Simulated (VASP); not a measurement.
An input for Quantum ESPRESSO's pw.x (written as the equivalent of a VASP run, and not itself run):

```
&CONTROL
  calculation = 'scf'
  pseudo_dir = './pseudo'
  outdir = './out'
  tprnfor = .true.
  tstress = .true.
/
&SYSTEM
  ibrav = 0
  nat = 4
  ntyp = 3
  ecutwfc = 96
  occupations = 'smearing'
  smearing = 'gaussian'
  degauss = 0.003675
  input_dft = 'pbe'
  nspin = 2
  starting_magnetization(1) = 0.5
  starting_magnetization(2) = -0.5
/
&ELECTRONS
  conv_thr = 7.3e-08
  electron_maxstep = 100
/
ATOMIC_SPECIES
  Mn1 54.938 Mn.upf
  Mn2 54.938 Mn.upf
  S 32.060 S.upf
CELL_PARAMETERS angstrom
     5.3244000    2.6622000    2.6622000
     2.6622000    5.3244000    2.6622000
     2.6622000    2.6622000    5.3244000
ATOMIC_POSITIONS crystal
  Mn1  0.0000000  0.0000000  0.0000000
  Mn2  0.5000000  0.5000000  0.5000000
  S    0.2500000  0.2500000  0.2500000
  S    0.7500000  0.7500000  0.7500000
K_POINTS automatic
  6 6 6 0 0 0
```

Problem. Translate this input to VASP (INCAR, KPOINTS, POSCAR, choice of POTCAR).

Solution. This is not unique; one that fits is 
### INCAR
```
# general
SYSTEM =MnS
PREC   =Accurate
ENCUT  =400   # plane-wave cut-off (eV)
LREAL  =.FALSE.   # projection in real space or not
LASPH  =.TRUE.   # aspherical one-centre terms
NBANDS =20

# electronic loop
EDIFF  =1E-6
NELM   =100   # most electronic steps
ALGO   =Normal   # blocked Davidson
LMAXMIX=4

# smearing
ISMEAR =0   # Gaussian
SIGMA  =0.05   # width (eV)

# functional
GGA    =PE   # PBE

# spin
ISPIN  =2   # spin-polarised
MAGMOM =5.0 -5.0 2*0.0

# ions
ISIF   =2   # forces and stress, cell fixed

# output
LWAVE  =.FALSE.
LCHARG =.FALSE.
LORBIT =10
```

KPOINTS:
```
Automatic
0
gamma
6 6 6
```

File POSCAR:
```
MnS
6.5210320
  0.8164965300   0.4082482650   0.4082482650
  0.4082482650   0.8164965300   0.4082482650
  0.4082482650   0.4082482650   0.8164965300
Mn S
2 2
direct
  0.0000000000   0.0000000000   0.0000000000
  0.5000000000   0.5000000000   0.5000000000
  0.2500000000   0.2500000000   0.2500000000
  0.7500000000   0.7500000000   0.7500000000
```

POTCAR, in this order: Mn_pv S (PBE.64 set). Program: vasp_std.

Limits of the translation: the potentials are each code's own (VASP's PAW set, PseudoDojo norm-conserving files in pw.x), so ENCUT and ecutwfc are chosen apart and not converted; conv_thr bounds pw.x's estimated SCF error, while EDIFF bounds the energy change between steps; starting_magnetization is a fraction of the valence charge and MAGMOM a moment in μB, so they match only roughly; the number of bands isn't carried over, since the valence differs with the files.

The compound is MnS in the rock salt, AFM-II order structure. The cell was not relaxed at this level. The run is one of a series of settings (NBANDS = 20 against the base run), some of them coarse on purpose.
